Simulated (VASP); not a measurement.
Method: vdW-DF-cx, VASP's PBE PAW potentials (set 64) (plane waves; VASP).

VASP ran on this input.

File KPOINTS:
```
K-points
0
G
9 9 9
0 0 0
```

POSCAR:
```
BAs
1
    0.0000000000     2.3755288595     2.3755288595
    2.3755288595     0.0000000000     2.3755288595
    2.3755288595     2.3755288595     0.0000000000
B As
1 1
Direct
  0.0000000000   0.0000000000   0.0000000000
  0.2500000000   0.2500000000   0.2500000000
```

**INCAR**
```
# general
SYSTEM    =  BAs
PREC      =  Accurate
ENCUT     =  520
LREAL     =  .FALSE.
LASPH     =  .TRUE.

# electronic loop
EDIFF     =  1E-7
NELM      =  100
ALGO      =  Normal
LMAXMIX   =  4

# smearing
ISMEAR    =  0
SIGMA     =  0.05

# functional
GGA       =  CX
LUSE_VDW  =  .TRUE.
AGGAC     =  0.0

# ions
ISIF      =  2

# output
LWAVE     =  .FALSE.
LCHARG    =  .FALSE.
```

POTCAR, in this order: B As (PBE.64 set). Program: vasp_std.

Estimate the energy per atom (σ→0), pressure.

| Item | Value |
|---|---|
| energy per atom (σ→0) | -4.737 eV/atom |
| pressure | 4.42 GPa |

### OSZICAR
```
...
DAV:   7    -0.947957148952E+01    0.66705E-01   -0.22547E-01   776   0.277E+00    0.897E-01
DAV:   8    -0.947293175873E+01    0.66397E-02   -0.21384E-02   648   0.102E+00    0.107E-01
DAV:   9    -0.947317452329E+01   -0.24276E-03   -0.55376E-04   664   0.195E-01    0.590E-02
DAV:  10    -0.947328714575E+01   -0.11262E-03   -0.19223E-04   600   0.104E-01    0.149E-02
DAV:  11    -0.947329198355E+01   -0.48378E-05   -0.55065E-06   840   0.222E-02    0.134E-02
DAV:  12    -0.947329170039E+01    0.28316E-06   -0.18565E-06   608   0.913E-03    0.245E-03
DAV:  13    -0.947329175829E+01   -0.57906E-07   -0.54128E-08   400   0.208E-03
   1 F= -.94732918E+01 E0= -.94732918E+01  d E =-.141496E-14
```

The compound is BAs in the zinc blende structure. This cell is one point of a volume scan, at 0.97 of the reference volume.
